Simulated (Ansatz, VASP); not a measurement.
**Cross-check of Ti between VASP and Ansatz**

Wanted: the spread between two codes on one cell, functional and k mesh. The cell is taken from a series of runs on this material, whose earlier steps may have relaxed, scaled, displaced or heated it; both programs get it as it stands.

Main program and level: Ansatz 0.2.0; plane waves, with VASP 6.6.1 beside it; relaxation of cell and atoms at PBE.

## (1) Starting point

The structure is hexagonal, space group P6_3/mmc (No. 194). The conventional cell has a = 2.940 Å, b = 2.940 Å, c = 4.650 Å, α = 90.00°, β = 90.00°, γ = 120.00°. Nearest to Ti lie 12 Ti at 2.88 to 2.94 Å.

Structure file:

```cif
data_structure
_symmetry_space_group_name_H-M 'P6_3/mmc'
_symmetry_Int_Tables_number 194
_cell_length_a 2.9400
_cell_length_b 2.9400
_cell_length_c 4.6500
_cell_angle_alpha 90.000
_cell_angle_beta 90.000
_cell_angle_gamma 120.000
_cell_volume 34.81
loop_
_atom_site_label
_atom_site_type_symbol
_atom_site_symmetry_multiplicity
_atom_site_Wyckoff_symbol
_atom_site_fract_x
_atom_site_fract_y
_atom_site_fract_z
_atom_site_occupancy
Ti1 Ti 2 c 0.33333 0.66667 0.25000 1
```

## (2) VASP: relaxation of cell and atoms, PBE

The relaxed volume is the usual yardstick between codes: in a stiff, nearly cubic crystal its relative difference is about their pressure difference at one cell divided by the bulk modulus.

Lines of VASP's logs that name or quote its potential files are left out, and so is its time.

The input, INCAR:

```
SYSTEM = Ti
PREC = Accurate
ENCUT = 500
EDIFF = 1E-07
NELM = 120
ISMEAR = 1
SIGMA = 0.15
LREAL = .FALSE.
ALGO = Normal
GGA = PE
NBANDS = 18
LASPH = .TRUE.
LORBIT = 11
LWAVE = .FALSE.
LCHARG = .FALSE.
ISIF = 3
IBRION = 2
NSW = 80
EDIFFG = -0.005
GGA_COMPAT = .FALSE.
NELMIN = 4
```

The input, POSCAR:

```
Ti
1.0
    2.9400000000      0.0000000000      0.0000000000
   -1.4700000000      2.5461150000      0.0000000000
    0.0000000000      0.0000000000      4.6500000000
Ti
2
Direct
    0.3333333334      0.6666666668      0.2500000000
    0.6666666668      0.3333333334      0.7500000000
```

The input, KPOINTS:

```
Automatic mesh
0
Gamma
21 21 12
0 0 0
```

The projector-augmented-wave data sets are Ti_sv (PBE family, release 64).

Run with:

```bash
$ mpirun -np 1 vasp_std
```

Numbers of over 12 decimals in the logs are rounded to 6 here.

What it wrote:

```text
[banner, memory and clock lines left out]
running    1 mpi-ranks, on    1 nodes
 distrk:  each k-point on    1 cores,    1 groups
 distr:  one band on    1 cores,    1 groups

 POSCAR found type information on POSCAR Ti
 POSCAR found :  1 types and       2 ions
 LDA part: xc-table for (Slater+PW92), standard interpolation
 POSCAR, INCAR and KPOINTS ok, starting setup
 FFT: planning ... GRIDC
 FFT: planning ... GRID_SOFT
 FFT: planning ... GRID
 WAVECAR not read
 entering main loop
       N       E                     dE             d eps       ncg     rms          rms(c)
DAV:   1     0.254024607442E+03    0.25402E+03   -0.12995E+04 12104   0.162E+03
DAV:   2     0.120373517509E+02   -0.24199E+03   -0.23895E+03 12294   0.448E+02
DAV:   3    -0.165295997012E+02   -0.28567E+02   -0.28247E+02 22898   0.127E+02
DAV:   4    -0.177031828136E+02   -0.11736E+01   -0.11728E+01 13886   0.269E+01
DAV:   5    -0.177627274950E+02   -0.59545E-01   -0.59536E-01 19172   0.425E+00    0.118E+01
DAV:   6    -0.156662231793E+02    0.20965E+01   -0.78659E+00 14236   0.292E+01    0.298E+00
DAV:   7    -0.156522790767E+02    0.13944E-01   -0.77117E-01 18488   0.671E+00    0.205E+00
DAV:   8    -0.156799030204E+02   -0.27624E-01   -0.21735E-01 14304   0.556E+00    0.712E-01
DAV:   9    -0.156706873150E+02    0.92157E-02   -0.53046E-02 14396   0.238E+00    0.638E-02
DAV:  10    -0.156709465957E+02   -0.25928E-03   -0.25842E-03 17808   0.355E-01    0.876E-02
DAV:  11    -0.156710006591E+02   -0.54063E-04   -0.19912E-04 14166   0.106E-01    0.310E-02
DAV:  12    -0.156709895388E+02    0.11120E-04   -0.37884E-05 15302   0.490E-02    0.511E-03
DAV:  13    -0.156709913541E+02   -0.18153E-05   -0.78160E-07 14646   0.840E-03    0.109E-03
DAV:  14    -0.156709920417E+02   -0.68758E-06   -0.21976E-07 10944   0.356E-03    0.734E-04
DAV:  15    -0.156709921285E+02   -0.86842E-07   -0.31438E-08  6994   0.167E-03
   1 F= -.15670992E+02 E0= -.15671917E+02  d E =-.156710E+02
 curvature:   0.00 expect dE= 0.000E+00 dE for cont linesearch  0.000E+00
 trial: gam= 0.00000 g(F)=  0.393E-45 g(S)=  0.604E-03 ort = 0.000E+00 (trialstep = 0.100E+01)
 search vector abs. value=  0.604E-03
 bond charge predicted
       N       E                     dE             d eps       ncg     rms          rms(c)
DAV:   1    -0.156858592176E+02   -0.14867E-01   -0.36079E-01 15840   0.740E+00    0.103E+00
DAV:   2    -0.156710600638E+02    0.14799E-01   -0.75372E-02 17108   0.286E+00    0.297E-01
DAV:   3    -0.156704173196E+02    0.64274E-03   -0.93778E-03 16744   0.560E-01    0.939E-02
DAV:   4    -0.156707374556E+02   -0.32014E-03   -0.19395E-03 15512   0.274E-01    0.354E-02
DAV:   5    -0.156709800168E+02   -0.24256E-03   -0.52983E-04 15524   0.146E-01    0.538E-02
DAV:   6    -0.156710579762E+02   -0.77959E-04   -0.20907E-04 17822   0.991E-02    0.157E-02
DAV:   7    -0.156710699330E+02   -0.11957E-04   -0.21425E-05 16230   0.322E-02    0.366E-03
DAV:   8    -0.156710720785E+02   -0.21454E-05   -0.48569E-06 16436   0.110E-02    0.114E-03
DAV:   9    -0.156710724769E+02   -0.39839E-06   -0.14667E-07  8420   0.354E-03    0.392E-04
DAV:  10    -0.156710726098E+02   -0.13300E-06   -0.18126E-08  6324   0.139E-03    0.192E-04
DAV:  11    -0.156710726790E+02   -0.69198E-07   -0.12878E-08  6284   0.105E-03
   2 F= -.15671073E+02 E0= -.15671990E+02  d E =-.805505E-04
 trial-energy change:   -0.000081  1 .order   -0.000078   -0.000604    0.000448
 step:   0.5778(harm=  0.5741)  dis= 0.00000  next Energy=   -15.671167 (dE=-0.175E-03)
 bond charge predicted
       N       E                     dE             d eps       ncg     rms          rms(c)
DAV:   1    -0.156738084868E+02   -0.27359E-02   -0.64443E-02 15802   0.314E+00    0.434E-01
DAV:   2    -0.156711709768E+02    0.26375E-02   -0.13703E-02 17164   0.121E+00    0.125E-01
DAV:   3    -0.156710589119E+02    0.11206E-03   -0.16197E-03 16732   0.234E-01    0.385E-02
DAV:   4    -0.156711126190E+02   -0.53707E-04   -0.32990E-04 15642   0.112E-01    0.153E-02
DAV:   5    -0.156711569247E+02   -0.44306E-04   -0.10358E-04 15380   0.628E-02    0.229E-02
DAV:   6    -0.156711669575E+02   -0.10033E-04   -0.33641E-05 17838   0.418E-02    0.705E-03
DAV:   7    -0.156711682641E+02   -0.13066E-05   -0.39618E-06 15940   0.143E-02    0.132E-03
DAV:   8    -0.156711683719E+02   -0.10777E-06   -0.80169E-07 15276   0.437E-03    0.515E-04
DAV:   9    -0.156711682154E+02    0.15642E-06   -0.19005E-08  6196   0.137E-03    0.154E-04
DAV:  10    -0.156711681643E+02    0.51179E-07   -0.47573E-09  6186   0.605E-04
   3 F= -.15671168E+02 E0= -.15672088E+02  d E =-.176036E-03
 curvature:  -0.29 expect dE=-0.291E-06 dE for cont linesearch -0.465E-08
 trial: gam=-0.00350 g(F)=  0.215E-48 g(S)=  0.102E-05 ort = 0.313E-05 (trialstep = 0.916E+00)
 search vector abs. value=  0.100E-05
 reached required accuracy - stopping structural energy minimisation
```

OUTCAR, selected parts (step 2):

```text
ion  position               nearest neighbor table
   1  0.333  0.667  0.250-   2 2.88   2 2.88   2 2.88   2 2.88   2 2.88   2 2.88
   2  0.667  0.333  0.750-   1 2.88   1 2.88   1 2.88   1 2.88   1 2.88   1 2.88

  LATTYP: Found a hexagonal cell.
 ALAT       =     2.9400000000
 C/A-ratio  =     1.5816326531

 Subroutine GETGRP returns: Found 24 space group operations
 (whereof 12 operations were pure point group operations)

The static configuration has the point symmetry D_3d.
 The point group associated with its full space group is D_6h.

 Found    336 irreducible k-points:

   k-points           NKPTS =    336   k-points in BZ     NKDIM =    336   number of bands    NBANDS=     18

   dimension x,y,z NGX =    24 NGY =   24 NGZ =   36
   dimension x,y,z NGXF=    48 NGYF=   48 NGZF=   72

   ENCUT  =  500.0 eV  36.75 Ry    6.06 a.u.   5.36  5.36  8.48*2*pi/ulx,y,z

   NELECT =      24.0000    total number of electrons

 k-points in reciprocal lattice and weights: Automatic mesh
   0.00000000  0.00000000  0.00000000       0.000
   0.04761905 -0.00000000  0.00000000       0.001
   0.09523810  0.00000000  0.00000000       0.001
   0.14285714 -0.00000000  0.00000000       0.001
   0.19047619  0.00000000  0.00000000       0.001
   0.23809524  0.00000000  0.00000000       0.001
   0.28571429 -0.00000000  0.00000000       0.001
   0.33333333  0.00000000  0.00000000       0.001
   0.38095238  0.00000000  0.00000000       0.001
[...]
0.33333333  0.28571429  0.50000000       0.002
   0.33333333  0.33333333  0.50000000       0.000

 average (electrostatic) potential at core
       1 -72.4445       2 -72.4445

 E-fermi :   8.3724

 k-point     1 :       0.0000    0.0000    0.0000
  band No.  band energies     occupation
    ...
      6     -24.3858      2.00000
      7     -24.3469      2.00000
      8     -24.3469      2.00000
      9       2.1397      2.00000
     10       5.6612      2.00000
     11       9.1286     -0.00000
     12       9.1286     -0.00000
     13       9.1398     -0.00000
     14       9.2465     -0.00000
     15       9.6299     -0.00000
    ...

 k-point     2 :       0.0476   -0.0000    0.0000
  band No.  band energies     occupation
    ...
      6     -24.3880      2.00000
      7     -24.3578      2.00000
      8     -24.3483      2.00000
      9       2.2037      2.00000
     10       5.7122      2.00000
     11       8.9762     -0.00000
     12       9.0075     -0.00000
     13       9.1737     -0.00000
     14       9.3722     -0.00000
     15       9.5967     -0.00000
    ...

 k-point     3 :       0.0952    0.0000    0.0000
  band No.  band energies     occupation
    ...
      6     -24.3944      2.00000
      7     -24.3890      2.00000
      8     -24.3522      2.00000
      9       2.3935      2.00000
     10       5.8591      2.00000
     11       8.6834     -0.01252
     12       8.7417     -0.00274
     13       9.3074     -0.00000
     14       9.4726     -0.00000
     15       9.5692     -0.00000
    ...

  Total       -0.0029288     -0.0029288      0.0049932      0.0000000     -0.0000000      0.0000000
  in kB       -0.1353244     -0.1353245      0.2307130      0.0000000     -0.0000000      0.0000000
  external PRESSURE =      -0.0133120 kB  Pullay stress =       0.0000000 kB

  energy-cutoff  :      500.00
  volume of cell :       34.68
      direct lattice vectors                 reciprocal lattice vectors
     2.936130925 -0.000000000  0.000000000     0.340584267  0.196636394  0.000000000
    -1.468065462  2.542764281 -0.000000000     0.000000000  0.393272789  0.000000000
    -0.000000000 -0.000000000  4.644504036     0.000000000  0.000000000  0.215308242

 POSITION                                       TOTAL-FORCE (eV/Angst)
 -----------------------------------------------------------------------------------
     -0.00000      1.69518      1.16113         0.000000     -0.000000     -0.000000
      1.46807      0.84759      3.48338        -0.000000      0.000000      0.000000
 -----------------------------------------------------------------------------------
    total drift:                               -0.000000     -0.000000      0.000000

  FREE ENERGIE OF THE ION-ELECTRON SYSTEM (eV)
  ---------------------------------------------------
  free  energy   TOTEN  =       -15.6711681643 eV

  energy  without entropy=      -15.6739285311  energy(sigma->0) =      -15.67208829

 reached required accuracy - stopping structural energy minimisation

 total charge
# of ion       s       p       d       tot
------------------------------------------
    1        2.250   6.122   1.880  10.251
    2        2.250   6.122   1.880  10.251
--------------------------------------------------
tot          4.500  12.243   3.760  20.503

[... 3 further parts left out ...]
```

## (3) Ansatz: relaxation of cell and atoms, PBE

Ansatz runs on its PAW soft_1 files.

The same cell, functional, mesh and smearing now go to Ansatz, which takes its cutoff from its data sets.

The input, input.yaml:

```yaml
crystal:
  lattice:
    - [2.94, 0.0, 0.0]
    - [-1.47, 2.5461146871, 0.0]
    - [0.0, 0.0, 4.65]
  atoms:
    - { symbol: Ti, position: [0.3333333333, 0.6666666667, 0.25] }
    - { symbol: Ti, position: [0.6666666667, 0.3333333333, 0.75] }
kpoints:
  mp_grid: { grid: [21, 21, 12] }
hamiltonian:
  xc: pbe
  pseudopotentials: { kind: paw, azcp: { folder: soft_1 } }
scf:
  occupations: { method: methfessel_paxton, width: 0.15 }
output:
  forces: true
  stress: true
  eigenvalues: true
relax:
  adjacent_minimum: "off"
  f_tol: 0.002
  max_steps: 60
  cell: { stress_tol: 0.02 }
```

Run with:

```bash
$ ansatz run input.yaml --threads 8 --pin off --max-ram 20480MiB --backend cpu --events-out ev --progress --plain --runs-dir out
```

What it wrote:

```text
The last accepted step is kept in <dir> (removed where the run ends without a failure and the disk answers)
Engine: ansatz 0.2.0, aarch64-unknown-linux-gnu
Pseudopotentials: kind: paw
Pseudopotential: Ti, paw, valence charge 12, recommended cutoff 420 eV (normal), soft_1/Ti.paw.azcp
Functional definition: PBE
  parameter kappa = 0.804
  parameter beta = 0.066725
  exchange = pbe_x(kappa = kappa, mu = beta*pi^2/3)
  correlation = pbe_c(beta = beta)
Crystal: 2 atoms, lattice volume = 34.808 Å³
Basis set: ecut = 420 eV, 687 PW (Γ), exchange–correlation on 40×40×64 points (8 copies of the dense FFT grid, shifted against one another)
Bands: 16, of which v1, the nominal top of the filled ones, is band 12 counted from 1 (11 counted from 0)
Symmetry: 24 space group operations
Space group: P63/mmc (ITA 194), of the structure as read, at distance tolerance 3.3e-5 Å
k-points: 336 of 5292
Non-local potential: Ti, projectors of the file, l = 0: 3, l = 1: 2, l = 2: 3, l = 3: 1
PAW form: soft (Blöchl's): semilocal exchange-correlation on the pseudo side does not see the compensation charge
PAW one-centre angular grid: Ti, 590 points (default); XC on 64 Gauss nodes
Initial density: superposition of atomic densities (chi_scale 0.1, normalization cell)
Initial wavefunctions: pseudopotential atomic-orbital guess
Functional: x = pbe(κ = 0.804, μ = 0.219515), c = pbe(β = 0.066725)
SCF iter   1: F=—  HF=-4999.733720 eV  |F-HF|=—  |Δ(HF+E_count)|=         —  Δρ=5.91e-2  dr2=1.27e0  ethr=3.10e-3  ⟨swp⟩=3.1  Hψ=20329  notcnv=0
preconditioner: auto → none  [metal: Δε(μ)=0.003 eV  Ē_g=3.128 eV  σ=0.150 eV  W_gap=0.01  n_scr=8 (ndim 8)  ℏωp=17.8 eV  f_vac=0.000  D(μ)=1.56/eV (n_scr^D=22)  sad-step TF]
SCF iter   2: F=—  HF=-4999.436627 eV  |F-HF|=—  |Δ(HF+E_count)|=   2.97e-1  S|Δr|=    0.00e0  Δρ=3.01e-2  dr2=3.49e-1  ethr=3.10e-3  ⟨swp⟩=2.5  Hψ=10587  notcnv=0  defer=3
SCF iter   3: F=—  HF=-4999.335686 eV  |F-HF|=—  |Δ(HF+E_count)|=   1.01e-1  S|Δr|=    0.00e0  Δρ=1.80e-3  dr2=7.01e-4  ethr=1.46e-3  ⟨swp⟩=2.2  Hψ=8477  notcnv=0  defer=3
SCF iter   4: F=—  HF=-4999.336353 eV  |F-HF|=—  |Δ(HF+E_count)|=   6.66e-4  S|Δr|=    0.00e0  Δρ=2.76e-4  dr2=1.73e-5  ethr=2.92e-6  ⟨swp⟩=2.0  Hψ=8645  notcnv=0  defer=3
SCF iter   5: F=—  HF=-4999.336391 eV  |F-HF|=—  |Δ(HF+E_count)|=   3.85e-5  S|Δr|=    0.00e0  Δρ=2.64e-5  dr2=1.31e-7  ethr=7.19e-8  ⟨swp⟩=2.0  Hψ=6639  notcnv=0  defer=3
SCF iter   6: F=-4999.336391 eV  HF=-4999.336391 eV  |F-HF|=3.94e-9  |Δ(HF+E_count)|=   5.56e-8  S|Δr|=    0.00e0  Δρ=5.62e-6  dr2=6.11e-9  ethr=4.17e-10  ⟨swp⟩=4.3  Hψ=17697  notcnv=0
SCF 1 converged in 6 iterations: F = -4999.336391 eV  dr2 = 6.11e-9
  greatest PAW one-centre occupation: 0.999 electrons in one spin orbital (limit 2), on the Ti atom at site 1 (counted from 0), in its partial waves of l = 0
relax step   1: F+E_penalty+E_count = -4999.33639096 eV  Δ(F+E_penalty+E_count) = +0.000e0 eV  max|allowed force component| = 2.128e-16 eV/Å  Δτ_max = 0.0000 Å  P = -0.127 GPa  Ω = 34.808 Å³  (6 SCF iters, dr2 threshold 1.00e-7 eV, accepted)
[...]
relax step   2: F+E_penalty+E_count = -4999.33640684 eV  Δ(F+E_penalty+E_count) = -1.589e-5 eV  max|allowed force component| = 6.199e-16 eV/Å  Δτ_max = 0.0000 Å  P = +0.156 GPa  Ω = 34.720 Å³  energy of the carried Pulay correction = +2.062e-5 eV  (3 SCF iters, dr2 threshold 5.59e-8 eV, rejected (line search))
[...]
relax step   3: F+E_penalty+E_count = -4999.33641893 eV  Δ(F+E_penalty+E_count) = -2.797e-5 eV  max|allowed force component| = 2.128e-16 eV/Å  Δτ_max = 0.0000 Å  P = -0.001 GPa  Ω = 34.768 Å³  energy of the carried Pulay correction = +9.203e-6 eV  (5 SCF iters, accepted)
[...]
relax step   4: F+E_penalty+E_count = -4999.33640977 eV  Δ(F+E_penalty+E_count) = +9.157e-6 eV  max|allowed force component| = 2.591e-16 eV/Å  Δτ_max = 0.0000 Å  P = -0.001 GPa  Ω = 34.768 Å³  stress off target by 9.50e-3 GPa  SCF on the basis re-selected at this cell (its energy is not comparable with the rows above)  (4 SCF iters)
basis re-selected at this cell: Δ(F+E_penalty+E_count) = +9.157e-6 eV, ΔP = +0.000 GPa vs the last step (what re-selecting the basis moved, of the pressure what is left beyond the Pulay correction that the steps carried, after the strain that the cell walked since its last selection, with what the two solves' SCF thresholds leave and, on support functions, any second-order correction that the steps lacked; it is no m [...]
SCF converged after 4 iterations
Stability not checked: this state was not tested for a lower state beside it, because cold or Methfessel-Paxton smearing, or corrected tetrahedra, fill the levels in a way that the test cannot read (fill_not_monotonic; see scf.lower_state_search)
Free energy (F): -4999.336410 eV
Harris-Foulkes:  -4999.336410 eV  (|F-HF|=0.00e0)
Internal energy: -4999.339169 eV  (E = F + TS)
E sigma→0 (E₀):  -4999.337100 eV
Entropy (-TS):   0.002760 eV (1.380 meV/atom)
Fermi energy:    13.295211 eV
--- Per-component energies (eV) ---
  E_band       = -317.507565
  E_kinetic    = 562.036272
  E_local      = -1746.530189  (includes V_loc(G=0)·N_el)
  E_nonlocal   = 120.808379
  E_hartree    = 692.335970
  E_xc         = -232.296293
  E_vxc        = -290.874792  (∫ρ·V_xc dr)
  E_paw        = -2084.227564  (= ΣΔE_a)
  E_vpaw       = -347.619013  (= ΣTr[D̂ρ^β])
  E_aug_tail   = -0.000165  (compensation charges beyond the density's cutoff)
  E_ewald      = -2311.465579
  E_smearing   = 0.002760  (= −TS)
  E_closure    = 0.000000  (closes the sum)
  Σ components = -4999.336410   (vs F -4999.336410, Δ=0.00e0)
--- Forces (eV/Å), atoms counted from 1 ---
  atom   1  Ti    -0.00000000    -0.00000000     0.00000000
  atom   2  Ti    -0.00000000     0.00000000     0.00000000
  max |Σ_I F_I| component: 1.48e-16 eV/Å
--- Stress (GPa, compression-positive) ---
       -0.005936       0.000000       0.000000
        0.000000      -0.005936       0.000000
        0.000000       0.000000       0.009496
  P = ⅓ Tr σ = -0.0008 GPa (-0.008 kbar)
--- Band table (eV; the first three rows and the last of 336) ---
  k-point 0: bands = [... 8 lower, 7.0966, 10.5951, 14.0432, 14.0526, 14.0526, 14.1701, 14.5534, 14.5534]
  k-point 1: bands = [... 8 lower, 7.1554, 10.5666, 13.9380, 14.0211, 14.0211, 14.1372, 14.5203, 14.5203]
  k-point 2: bands = [... 8 lower, 7.3295, 10.4660, 13.6872, 13.9564, 13.9564, 14.0420, 14.4305, 14.4305]
  k-point 335: bands = [... 8 lower, 12.0323, 12.0323, 12.2032, 12.2032, 13.0550, 13.0550, 14.9582, 14.9582]
--- Relaxed structure (3 steps of the walk, 2 accepted, 1 SCFs on fresh bases) ---
  F+E_penalty+E_count = -4999.33640977 eV   max|allowed force component| = 2.591e-16 eV/Å   (the final SCF, on the basis selected at the relaxed cell)
  cell:  # Å, volume = 34.7684 Å³
    - [2.938405, 0.0, 0.0]
    - [-1.469202, 2.544733, 0]
    - [0.0, 0, 4.649765]
  atoms:
    - { symbol: Ti, position: [0.333333, 0.666667, 0.250000] }
    - { symbol: Ti, position: [0.666667, 0.333333, 0.750000] }
```

## (4) Differences

Known differences besides the potentials themselves: the cutoff is 420 eV in Ansatz and 500 eV in VASP; Ansatz adds a Pulay correction to the stress that steers its cell, VASP none. Total energies have different zeros and are not compared.

Compared:

```csv
quantity,Ansatz,VASP,difference
volume (Å³),34.77,34.68,+0.27 %
"edge a after relaxation, in the typed setting (Å)",2.938,2.936,+0.08 %
"edge c after relaxation, in the typed setting (Å)",4.650,4.644,+0.11 %
```

## (5) Results

```
difference in volume (relaxation of cell and atoms, PBE) : 0.27 %
```

**Reading.** The difference in volume is 0.27 % (relaxation of cell and atoms, PBE), within the 1.2 % picked in this series as the mark of a large difference, as far as the stopping tolerances let one tell. How closely two codes agree says nothing of how well the functional describes the real material.

[Lines on the potential files, build, host, timing and source positions are cut from VASP's logs without a mark.]

[Logs are printed without paths, hosts, clocks, repeated set-up lines and the standing remarks that a program may print on its own settings, such as how far it seeks lower states.]

[Hosts, paths, dates, database ids (printed as entryN), source tags and the programs' standing remarks are cut or masked in the printed files.]
